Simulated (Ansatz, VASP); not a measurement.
## Zn8W8O31 (V_O hop (2.7 A)) in two plane-wave programs

Aim: how closely do two programs agree when they are given the same cell, functional and k mesh? The Ansatz run is a path of several images between two structures; VASP solves its first image, and the two are compared there.

Program: Ansatz 0.2.0. Level of theory: plane waves, with VASP 6.6.1 beside it; single point at PBEsol. Results are calculated unless marked as measured.

**1. The starting structure**

The cell holds 47 atoms: 8 Zn, 8 W and 31 O. Its edges and angles: a = 8.887 Å, b = 8.834 Å, c = 8.887 Å, α = 116.5°, β = 100.0°, γ = 112.7°. It derives from ZnWO4 (ZnWO4 (P2/c)). Nearest the centre at fractional (0.437, 0.375, 0.562): O44 at 1.30 Å, Zn5 at 1.88 Å, O37 at 2.40 Å, O34 at 2.41 Å, Zn1 at 2.42 Å, O32 at 2.54 Å, W16 at 2.56 Å, O25 at 2.59 Å. The cell carries charge +2.

**2. Ansatz: path of images, PBEsol**

Ansatz runs on its default PAW (the set named soft_2) files.

With cell and atoms fixed, the geometry can't cause a difference; cores, projectors, grids and the points listed under the comparison can.

input.yaml reads:

```yaml
crystal:
  lattice:
    - [-4.71562392, 5.71544882, 4.90712526]
    - [4.61509776, -5.71544882, 4.90733612]
    - [4.71562392, 5.71544882, -4.90712526]
  atoms:
    - { symbol: Zn, position: [0.22345416, 0.13251042, 0.59470466] }
    - { symbol: Zn, position: [0.21014039, 0.61855481, 0.08574977] }
    - { symbol: Zn, position: [0.71339465, 0.12226779, 0.08378829] }
    - { symbol: Zn, position: [0.73337757, 0.65816014, 0.60997744] }
    - { symbol: Zn, position: [0.26780861, 0.37639106, 0.40434327] }
    - { symbol: Zn, position: [0.28516912, 0.88343608, 0.92730788] }
    - { symbol: Zn, position: [0.7825207, 0.37899293, 0.90690268] }
    - { symbol: Zn, position: [0.80676297, 0.86662621, 0.40533192] }
    - { symbol: W, position: [0.46940637, 0.37715049, 0.09409761] }
    - { symbol: W, position: [0.45158668, 0.86323373, 0.60082772] }
    - { symbol: W, position: [0.96435026, 0.38151686, 0.59329875] }
    - { symbol: W, position: [0.97086008, 0.88014244, 0.09424213] }
    - { symbol: W, position: [0.03655799, 0.13322631, 0.91104424] }
    - { symbol: W, position: [0.02475852, 0.61889276, 0.40111652] }
    - { symbol: W, position: [0.54864525, 0.06806749, 0.40625423] }
    - { symbol: W, position: [0.53245169, 0.62388103, 0.90460528] }
    - { symbol: O, position: [0.07519664, 0.42472315, 0.44100518] }
    - { symbol: O, position: [0.08011289, 0.92356164, 0.94070078] }
    - { symbol: O, position: [0.58470899, 0.425088, 0.94574189] }
    - { symbol: O, position: [0.58618936, 0.8920706, 0.42838098] }
    - { symbol: O, position: [0.27337798, 0.33238195, 0.16456696] }
    - { symbol: O, position: [0.26840175, 0.82221217, 0.67129306] }
    - { symbol: O, position: [0.75445312, 0.32392233, 0.64798655] }
    - { symbol: O, position: [0.77287251, 0.8302431, 0.15900513] }
    - { symbol: O, position: [0.421395, 0.07274881, 0.55521365] }
    - { symbol: O, position: [0.41695244, 0.5789338, 0.05397372] }
    - { symbol: O, position: [0.91778181, 0.08184272, 0.05675499] }
    - { symbol: O, position: [0.90657653, 0.57486073, 0.54991285] }
    - { symbol: O, position: [0.23220083, 0.1773998, 0.84206393] }
    - { symbol: O, position: [0.22931359, 0.67244778, 0.34461462] }
    - { symbol: O, position: [0.72136129, 0.17296109, 0.33238599] }
    - { symbol: O, position: [0.72997721, 0.67207466, 0.83673811] }
    - { symbol: O, position: [0.48546436, 0.17040441, 0.06640342] }
    - { symbol: O, position: [0.4853805, 0.66209575, 0.56096791] }
    - { symbol: O, position: [0.97958879, 0.17339332, 0.55631052] }
    - { symbol: O, position: [0.98711055, 0.67229326, 0.0627585] }
    - { symbol: O, position: [0.15341044, 0.08891113, 0.31616214] }
    - { symbol: O, position: [0.13814511, 0.58473082, 0.81687675] }
    - { symbol: O, position: [0.63993272, 0.07855507, 0.80921416] }
    - { symbol: O, position: [0.64437486, 0.57759044, 0.32250681] }
    - { symbol: O, position: [0.01312433, 0.33577685, 0.93777071] }
    - { symbol: O, position: [0.02586797, 0.8393105, 0.44414876] }
    - { symbol: O, position: [0.51400395, 0.8299645, 0.93488699] }
    - { symbol: O, position: [0.36151244, 0.4165367, 0.67428308] }
    - { symbol: O, position: [0.36020726, 0.91913322, 0.18846719] }
    - { symbol: O, position: [0.85265547, 0.41889689, 0.17699355] }
    - { symbol: O, position: [0.86309766, 0.93294724, 0.68297988] }
total_charge: 2
basis:
  ecutwfc: 420
  xc_grid: 2
hamiltonian:
  xc: pbesol
kpoints:
  mp_grid: { grid: [1, 1, 1] }
scf:
  occupations: { method: fixed }
  max_iter: 100
output:
  forces: true
neb:
  images: 3
  f_tol: 0.04
  climbing: true
  initial_path: idpp
  max_iterations: 45
  order_check: false
  final_atoms:
    - { symbol: Zn, position: [0.20231511, 0.09207733, 0.5748383] }
    - { symbol: Zn, position: [0.21214334, 0.62809793, 0.09083619] }
    - { symbol: Zn, position: [0.7176536, 0.13180155, 0.09125166] }
    - { symbol: Zn, position: [0.71264655, 0.61784166, 0.59057534] }
    - { symbol: Zn, position: [0.27844414, 0.37392162, 0.39114601] }
    - { symbol: Zn, position: [0.2942482, 0.86698144, 0.90135849] }
    - { symbol: Zn, position: [0.77843432, 0.37126833, 0.90320601] }
    - { symbol: Zn, position: [0.78933455, 0.88369279, 0.43983036] }
    - { symbol: W, position: [0.46224161, 0.36882326, 0.0824163] }
    - { symbol: W, position: [0.46463188, 0.87011926, 0.5903412] }
    - { symbol: W, position: [0.96741466, 0.37323865, 0.5919604] }
    - { symbol: W, position: [0.98805238, 0.88709648, 0.08813238] }
    - { symbol: W, position: [0.03268452, 0.13138894, 0.90553605] }
    - { symbol: W, position: [0.02835539, 0.61702166, 0.4029833] }
    - { symbol: W, position: [0.53123376, 0.1265047, 0.40828447] }
    - { symbol: W, position: [0.58867138, 0.68221684, 0.9801217] }
    - { symbol: O, position: [0.08268278, 0.41792312, 0.44066215] }
    - { symbol: O, position: [0.09943759, 0.9281049, 0.94584632] }
    - { symbol: O, position: [0.57451101, 0.42624536, 0.93006238] }
    - { symbol: O, position: [0.57925587, 0.92000524, 0.4422872] }
    - { symbol: O, position: [0.26677207, 0.32557435, 0.150088] }
    - { symbol: O, position: [0.26762639, 0.82685862, 0.65614824] }
    - { symbol: O, position: [0.77112913, 0.3253432, 0.65932008] }
    - { symbol: O, position: [0.7868513, 0.8582055, 0.19366166] }
    - { symbol: O, position: [0.41517195, 0.0782593, 0.55754437] }
    - { symbol: O, position: [0.4098269, 0.57718297, 0.04785352] }
    - { symbol: O, position: [0.92256704, 0.07778238, 0.05649907] }
    - { symbol: O, position: [0.91513381, 0.57293659, 0.55442836] }
    - { symbol: O, position: [0.22542896, 0.17528148, 0.83128031] }
    - { symbol: O, position: [0.22548174, 0.66838962, 0.33560874] }
    - { symbol: O, position: [0.72553685, 0.17137222, 0.33768363] }
    - { symbol: O, position: [0.73287002, 0.6775088, 0.84817306] }
    - { symbol: O, position: [0.48260157, 0.16556578, 0.05290246] }
    - { symbol: O, position: [0.47771366, 0.66137614, 0.56427979] }
    - { symbol: O, position: [0.99534851, 0.17277273, 0.56646499] }
    - { symbol: O, position: [0.9811771, 0.67175007, 0.06097549] }
    - { symbol: O, position: [0.14944266, 0.08827858, 0.32301864] }
    - { symbol: O, position: [0.14648073, 0.58001509, 0.81472598] }
    - { symbol: O, position: [0.64095193, 0.07801863, 0.8144528] }
    - { symbol: O, position: [0.63340118, 0.57691749, 0.30574634] }
    - { symbol: O, position: [0.00864308, 0.33146074, 0.93345978] }
    - { symbol: O, position: [0.00055514, 0.81729535, 0.42974244] }
    - { symbol: O, position: [0.51978322, 0.83120938, 0.94078148] }
    - { symbol: O, position: [0.50832203, 0.33381827, 0.44450586] }
    - { symbol: O, position: [0.35547304, 0.92037872, 0.18373925] }
    - { symbol: O, position: [0.85249766, 0.4145048, 0.17702563] }
    - { symbol: O, position: [0.85521502, 0.91100738, 0.68623147] }
```

Run with:

```bash
ansatz run input.yaml --threads 32 --pin off --max-ram 84787MiB --backend cuda --events-out ev --progress --plain --runs-dir out --max-vram 78GiB
```

Numbers of over 12 decimals in the logs are rounded to 6 here.

The log of the run:

```text
Warning: neb: disabling space-group detection — the band's intermediate images generally break the endpoint symmetry, so no spatial operation reduces the k-mesh or symmetrises the density, except that a semilocal band can use its path's symmetry ahead of convergence; time reversal is kept, so that k and −k are solved as one point where they differ and the mesh holds both, and exact exchange and, on two spinor compone [...]
Engine: ansatz 0.2.0, aarch64-unknown-linux-gnu
Pseudopotentials: kind: paw
Pseudopotential: Zn, paw, valence charge 12, recommended cutoff 420 eV (normal), Zn.paw.azcp
Pseudopotential: W, paw, valence charge 14, recommended cutoff 420 eV (normal), W.paw.azcp
Pseudopotential: O, paw, valence charge 6, recommended cutoff 420 eV (normal), O.paw.azcp
Functional definition: PBEsol
  exchange = pbesol_x
  correlation = pbesol_c
parallel-image band execution: 3 concurrent image workers
NEB image 0
[...]
Crystal: 47 atoms, lattice volume = 523.398 Å³
Basis set: ecut = 420 eV, 10245 PW (Γ), exchange–correlation on 120×120×120 points (8 copies of the dense FFT grid, shifted against one another)
Bands: 243, of which v1, the nominal top of the filled ones, is band 196 counted from 1 (195 counted from 0)
Symmetry: 1 space group operations
k-points: 1
Non-local potential: Zn, projectors of the file, l = 0: 2, l = 1: 2, l = 2: 3, l = 3: 1
Non-local potential: W, projectors of the file, l = 0: 3, l = 1: 2, l = 2: 2, l = 3: 1
Non-local potential: O, projectors of the file, l = 0: 2, l = 1: 2, l = 2: 1
PAW form: soft (Blöchl's): semilocal exchange-correlation on the pseudo side does not see the compensation charge
PAW frozen core: Zn, regenerated for the run's functional, and the local potential with it (the file was generated under x = pbe(κ = 0.804, μ = 0.219515), c = pbe(β = 0.066725))
PAW frozen core: W, regenerated for the run's functional, and the local potential with it (the file was generated under x = pbe(κ = 0.804, μ = 0.219515), c = pbe(β = 0.066725))
PAW frozen core: O, regenerated for the run's functional, and the local potential with it (the file was generated under x = pbe(κ = 0.804, μ = 0.219515), c = pbe(β = 0.066725))
PAW one-centre angular grid: Zn, 590 points (default); XC on 64 Gauss nodes
PAW one-centre angular grid: W, 590 points (default); XC on 64 Gauss nodes
PAW one-centre angular grid: O, 110 points (default); XC on 64 Gauss nodes
Initial density: superposition of atomic densities (neutral atoms scaled as one to the charged cell's electrons: chi_scale 0, normalization atom), corrected by the library's trained network
Initial wavefunctions: pseudopotential atomic-orbital guess
[...]
Functional: x = pbesol(κ = 0.804, μ = 0.123457), c = pbesol(β = 0.046)
SCF iter   1: F=—  HF=-125719.898979 eV  |F-HF|=—  |Δ(HF+E_count)|=         —  Δρ=1.91e-2  dr2=1.92e0  ethr=1.77e-3  ⟨swp⟩=5.0  Hψ=804  notcnv=0  defer=42
preconditioner: auto → Resta (q_TF=auto, 2.600 Å⁻¹)  ε∞=7.3  [insulator: Δε(μ)=3.226 eV  Ē_g=11.668 eV  n_scr=158 (ndim 8)  ℏωp=29.4 eV  f_vac=0.040  ε∞_Penn≈7.3]
SCF iter   2: F=—  HF=-125719.467702 eV  |F-HF|=—  |Δ(HF+E_count)|=   4.31e-1  Δρ=6.00e-3  dr2=2.15e-1  ethr=4.90e-4  ⟨swp⟩=2.0  Hψ=373  notcnv=0  defer=44
[...]
SCF iter  13: F=-125719.406927 eV  HF=-125719.406927 eV  |F-HF|=1.40e-9  |Δ(HF+E_count)|=   4.83e-9  Δρ=1.89e-6  dr2=2.27e-8  ethr=2.55e-11  ⟨swp⟩=4.0  Hψ=761  notcnv=0
SCF 1 converged in 13 iterations: F = -125719.406927 eV  dr2 = 2.27e-8
  greatest PAW one-centre occupation: 1.000 electrons in one spin orbital (limit 2), on the W atom at site 15 (counted from 0), in its partial waves of l = 0
[...]
NSCF: frozen V_eff on 1 k-points
NEB image 4
[...]
SCF 2 converged in 13 iterations: F = -125719.406905 eV  dr2 = 2.33e-8
[...]
SCF 4 converged in 13 iterations: F = -125715.292021 eV  dr2 = 3.66e-8
[...]
SCF 6 converged in 12 iterations: F = -125718.389894 eV  dr2 = 5.60e-9
[...]
SCF 8 converged in 12 iterations: F = -125718.423377 eV  dr2 = 5.12e-9
[...]
SCF 10 converged in 11 iterations: F = -125716.800876 eV  dr2 = 6.67e-8
[...]
SCF 12 converged in 10 iterations: F = -125718.544838 eV  dr2 = 8.70e-8
[...]
SCF 14 converged in 10 iterations: F = -125718.545253 eV  dr2 = 4.76e-8
[...]
SCF 16 converged in 10 iterations: F = -125716.990160 eV  dr2 = 9.83e-8
[...]
SCF 18 converged in 9 iterations: F = -125718.545009 eV  dr2 = 8.03e-8
[...]
SCF 20 converged in 9 iterations: F = -125718.525248 eV  dr2 = 7.36e-8
[...]
SCF 22 converged in 10 iterations: F = -125717.057929 eV  dr2 = 4.06e-8
[...]
SCF 24 converged in 9 iterations: F = -125718.499466 eV  dr2 = 1.64e-8
[...]
SCF 26 converged in 9 iterations: F = -125718.478548 eV  dr2 = 2.07e-8
[...]
SCF 28 converged in 9 iterations: F = -125717.091911 eV  dr2 = 1.16e-8
[...]
SCF 30 converged in 9 iterations: F = -125718.467363 eV  dr2 = 1.12e-8
[...]
SCF 32 converged in 9 iterations: F = -125718.461091 eV  dr2 = 1.32e-8
[...]
SCF 34 converged in 9 iterations: F = -125717.101088 eV  dr2 = 9.29e-9
[...]
SCF 36 converged in 7 iterations: F = -125718.456268 eV  dr2 = 1.61e-8
[...]
SCF 38 converged in 7 iterations: F = -125718.456511 eV  dr2 = 1.25e-8
[...]
this run last wrote the band of iteration 12 to <dir>
--- NEB band (5 images, 12 band iterations, 374 SCF iterations) ---
  forward barrier  = 2.304797 eV
  backward barrier = 2.304776 eV
  climbing image's point = of an order that was not read
  energies are F+E_penalty+E_count in eV, relative to image 0
  image     s (Å)  Δ vs image 0  max|band force component| (eV/Å)
      0    0.0000      0.000000                                 —
      1    1.0402      0.950659                          1.741e-2
  *   2    2.0804      2.304797                          2.900e-2
      3    3.1213      0.950416                          1.679e-2
      4    4.1621      0.000021                                 —
  climbing-image geometry (image 2):
  cell:  # Å, volume = 523.3981 Å³
    - [-4.71562392, 5.71544882, 4.90712526]
    - [4.61509776, -5.71544882, 4.90733612]
    - [4.71562392, 5.71544882, -4.90712526]
  atoms:
    - { symbol: Zn, position: [0.190841, 0.101663, 0.577722] }
    - { symbol: Zn, position: [0.234133, 0.631284, 0.094130] }
    - { symbol: Zn, position: [0.713771, 0.119873, 0.103165] }
    - { symbol: Zn, position: [0.727108, 0.649194, 0.589281] }
    - { symbol: Zn, position: [0.272235, 0.375187, 0.396784] }
    - { symbol: Zn, position: [0.292824, 0.875025, 0.917299] }
    - { symbol: Zn, position: [0.799402, 0.375205, 0.923908] }
    - { symbol: Zn, position: [0.769523, 0.875145, 0.394241] }
    - { symbol: W, position: [0.465041, 0.368865, 0.079036] }
    - { symbol: W, position: [0.462630, 0.869643, 0.603071] }
    - { symbol: W, position: [0.960627, 0.381174, 0.595539] }
    - { symbol: W, position: [0.983733, 0.880468, 0.092356] }
    - { symbol: W, position: [0.033571, 0.133220, 0.910879] }
    - { symbol: W, position: [0.028424, 0.617471, 0.400272] }
    - { symbol: W, position: [0.528918, 0.144676, 0.452897] }
    - { symbol: W, position: [0.558624, 0.605781, 0.884292] }
    - { symbol: O, position: [0.075371, 0.418971, 0.443781] }
    - { symbol: O, position: [0.100718, 0.938466, 0.955294] }
    - { symbol: O, position: [0.585599, 0.408370, 0.926068] }
    - { symbol: O, position: [0.576816, 0.941741, 0.452492] }
    - { symbol: O, position: [0.275349, 0.331070, 0.155990] }
    - { symbol: O, position: [0.267363, 0.811569, 0.661857] }
    - { symbol: O, position: [0.768098, 0.341759, 0.676851] }
    - { symbol: O, position: [0.761050, 0.808579, 0.134727] }
    - { symbol: O, position: [0.395642, 0.052544, 0.568627] }
    - { symbol: O, position: [0.414288, 0.559929, 0.018439] }
    - { symbol: O, position: [0.921951, 0.086130, 0.059975] }
    - { symbol: O, position: [0.909893, 0.577597, 0.554618] }
    - { symbol: O, position: [0.227814, 0.172890, 0.832088] }
    - { symbol: O, position: [0.224575, 0.664103, 0.335655] }
    - { symbol: O, position: [0.709058, 0.190476, 0.354230] }
    - { symbol: O, position: [0.766279, 0.697533, 0.842546] }
    - { symbol: O, position: [0.486644, 0.167545, 0.059563] }
    - { symbol: O, position: [0.487564, 0.656140, 0.536663] }
    - { symbol: O, position: [0.968873, 0.166356, 0.553721] }
    - { symbol: O, position: [1.001843, 0.679428, 0.073049] }
    - { symbol: O, position: [0.130909, 0.094015, 0.330698] }
    - { symbol: O, position: [0.142212, 0.582543, 0.818559] }
    - { symbol: O, position: [0.644217, 0.070800, 0.822299] }
    - { symbol: O, position: [0.637936, 0.583937, 0.302005] }
    - { symbol: O, position: [0.020600, 0.341134, 0.941068] }
    - { symbol: O, position: [0.00145342, 0.818008, 0.429177] }
    - { symbol: O, position: [0.501162, 0.782834, 0.896732] }
    - { symbol: O, position: [0.474285, 0.374844, 0.599034] }
    - { symbol: O, position: [0.364498, 0.966869, 0.218160] }
    - { symbol: O, position: [0.850667, 0.409494, 0.179304] }
    - { symbol: O, position: [0.862060, 0.932701, 0.683197] }
```

The column dr2 measures how far the density is from self-consistency, as an energy; F and HF (Harris–Foulkes) agree once it is small.

(Part 1 of 2 ends here.)

[Lines on the potential files, build, host, timing and source positions are cut from VASP's logs without a mark.]

[Logs are printed without paths, hosts, clocks, repeated set-up lines and the standing remarks that a program may print on its own settings, such as how far it seeks lower states.]

[Hosts, paths, dates, database ids (printed as entryN), source tags and the programs' standing remarks are cut or masked in the printed files.]
